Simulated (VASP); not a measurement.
Ca (fcc) relaxed at rising pressure, in one space group throughout; other phases were not tried. The pressures are those reached. All values below come from LDA (Ceperley-Alder, Perdew-Zunger), VASP's LDA PAW potentials (set 64) (plane waves; VASP).

```
P (GPa)  V (Å³/atom)    k-mesh
-------  -----------  --------
-0.04         37.949  12×12×12
4.93          31.374  13×13×13
10.00         27.853     9×9×9
20.01         23.312  14×14×14
29.94         20.393  14×14×14
```

A change of mesh leaves a small step in the series.

Question: Fit an equation of state and predict the volume at 44.99 GPa.

Answer: Least squares on the third-order Birch-Murnaghan form, P = (3B0/2)(y⁷ − y⁵)[1 + (3/4)(B′ − 4)(y² − 1)] with y = (V0/V)^(1/3), gives V0 = 37.751 Å³/atom, B0 = 21 GPa and B′ = 3.2, and so 17.212 Å³/atom. The run gave 17.228 Å³/atom, +0.1 % from the fit.

Pressures at which the relaxation failed are left out.

The compound is Ca in the fcc structure.
